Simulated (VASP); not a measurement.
Consider the following.

```
MnO2
1.0
    4.45757     0.00000     0.00000
    0.00000     4.45757     0.00000
    0.00000     0.00000     2.89736
Mn O
2 4
Cartesian
  0.00000   0.00000   0.00000
  2.22878   2.22878   1.44868
  1.35925   1.35925   0.00000
  3.58803   0.86954   1.44868
  0.86954   3.58803   1.44868
  3.09832   3.09832   0.00000
```
Starting moments (μB, in the order of the record's atoms Mn Mn O O O O): 3.0 -3.0 0.0 0.0 0.0 0.0.

Method: revPBE GGA, VASP's PBE PAW potentials (set 64) (plane waves; VASP 6.6.1). Numerical set-up: 520 eV cut-off, 6×6×10 Γ-centred mesh, first-order Methfessel-Paxton smearing of 0.10 eV, potentials Mn_pv O.

Problem. Predict the cell moment, energy per atom (σ→0), band gap (on the k-mesh) with the smallest direct gap where there is one.

Solution. 
The band gap (on the k-mesh) is none (metal, semimetal or under 0.01 eV) and the cell moment is 0.00 μB. The energy per atom (σ→0) comes out as -7.618 eV/atom.

Problem. Give the moment on each site (PAW-sphere projection).

Solution. 
```json
[
 {"site": "Mn1", "moment (μB)": "2.58"},
 {"site": "Mn2", "moment (μB)": "-2.58"},
 {"site": "O3", "moment (μB)": "-0.05"},
 {"site": "O4", "moment (μB)": "0.05"},
 {"site": "O5", "moment (μB)": "0.05"},
 {"site": "O6", "moment (μB)": "-0.05"}
]
```

The absolute energy has meaning only against runs of the same code, potentials and settings.

The compound is MnO2 in the rutile structure. It was relaxed first. The start is the result of an earlier pass.
